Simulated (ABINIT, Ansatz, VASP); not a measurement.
**Code comparison for InSe (C2/m, 4 atoms in the cell)**

Self-consistent single point.

```
InSe
1.0
    5.82639    -2.05465     0.00000
    5.82639     2.05465     0.00000
   -1.72323     0.00000     4.77135
In Se
2 2
Direct
  0.11180   0.11180   0.95316
  0.88820   0.88820   0.04684
  0.33907   0.33907   0.33104
  0.66093   0.66093   0.66896
```

Shared settings, as Ansatz (an electronic-structure program) writes them: kpoints.mp_grid.grid = 3 3 3; scf.occupations.method = fixed. Potentials and cutoffs stand in the table.

```
code                                                                             model  pressure (GPa)  largest force (eV/Å)  gap on the mesh (eV)   cutoff
------  ------------------------------------------------------------------------------  --------------  --------------------  --------------------  -------
Ansatz                                                 PBEsol, PAW files made with PBE           -0.94                 0.060                 1.311  30.9 Ry
ABINIT  PBEsol, norm-conserving pseudopotentials (PseudoDojo nc-sr-04 PBEsol standard)           -0.81                 0.060                 1.307    43 Ha
VASP                                        PBEsol, VASP's PBE PAW potentials (set 64)           -1.08                 0.061                     –   300 eV
```

A dash marks a value that a program does not give, or that is left out as unsure.

No gap is tabulated for VASP: it is not read from that output, or partly filled or unconverged empty levels leave it unsure.

Gaps are read on the mesh. Another mesh or the band path gives a smaller gap, so these values are not converged in the mesh.

The spread over the programs that give each value: pressure within 0.27 GPa; largest force within 0.001 eV/Å; gap on the mesh within 0.004 eV.

Ansatz's pressure is given at a fixed set of plane waves, as the other plane-wave codes print theirs.

On the base mesh (5 5 4) the same programs gave: Ansatz pressure -1.16 GPa, gap on the mesh 1.051 eV; ABINIT pressure -1.04 GPa, gap on the mesh 1.043 eV; VASP pressure -1.31 GPa.

The values differ from the base mesh's, so the mesh still matters here: the table compares the programs at equal settings.

VASP's run is marked for a possible Pulay error in its stress at this cutoff; no cutoff test was made.

VASP ran the fixed occupations as a Gaussian smearing of 0.01 eV.

The starting cell comes from a database of computed structures (which also holds hypothetical and non-ambient phases and stackings), without a prior relaxation at this level.

Left out of this page: Quantum ESPRESSO, GPAW, Elk and SIESTA (not drawn, or without a comparable value); CP2K (on another mesh).

Keys are those of Ansatz 0.2.
